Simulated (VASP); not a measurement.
Input for VASP

**POSCAR**
```
Pr
1
    3.6153540000     0.0000000000     0.0000000000
   -1.8076770000     3.1309880000     0.0000000000
    0.0000000000     0.0000000000     5.8698660000
Pr
2
Direct
  0.3333330000   0.6666670000   0.2500000000
  0.6666670000   0.3333330000   0.7500000000
```

INCAR:
```
SYSTEM = Pr
PREC = Accurate
ENCUT = 300
EDIFF = 1E-6
NELM = 100
ALGO = Normal
LREAL = .FALSE.
LASPH = .TRUE.
ISMEAR = -1
SIGMA = 0.1
GGA = PE
LMAXMIX = 6
LWAVE = .FALSE.
LCHARG = .FALSE.
ISIF = 2
ISPIN = 2
MAGMOM = 2.0 2.0
LORBIT = 11
```

KPOINTS:
```
Automatic mesh
0
Gamma
9 9 5
0 0 0
```

POTCAR, in this order: Pr (PBE.64 set). Program: vasp_std.

Question: Write an equivalent input for Ansatz.

Answer: One equivalent input (not run):
Ansatz 0.2 input:
```yaml
crystal:
  lattice:
    - [3.6153540, 0.0000000, 0.0000000]
    - [-1.8076770, 3.1309880, 0.0000000]
    - [0.0000000, 0.0000000, 5.8698660]
  atoms:
    - { symbol: Pr, position: [0.3333330, 0.6666670, 0.2500000], spin: 2 }
    - { symbol: Pr, position: [0.6666670, 0.3333330, 0.7500000], spin: 2 }
kpoints:
  mp_grid: { grid: [9, 9, 5] }
hamiltonian:
  xc: pbe
  pseudopotentials: { kind: paw }
magnetization: { spin_polarized: true }
scf:
  occupations: { method: fermi_dirac, width: 0.1 }
  max_iter: 100
output: { forces: true, stress: true, eigenvalues: true }
```
The two are equivalent in intent, not identical: each code has its own PAW files, so the cut-off isn't converted (ENCUT is set for VASP's; basis.ecutwfc is left out, and Ansatz then takes the one that its files recommend); Ansatz stops its SCF on the density residual and VASP on the energy change (EDIFF).

The structure was generated: Pr was put into an ordered model structure, which need not be its known phase. The cell was not relaxed at this level.
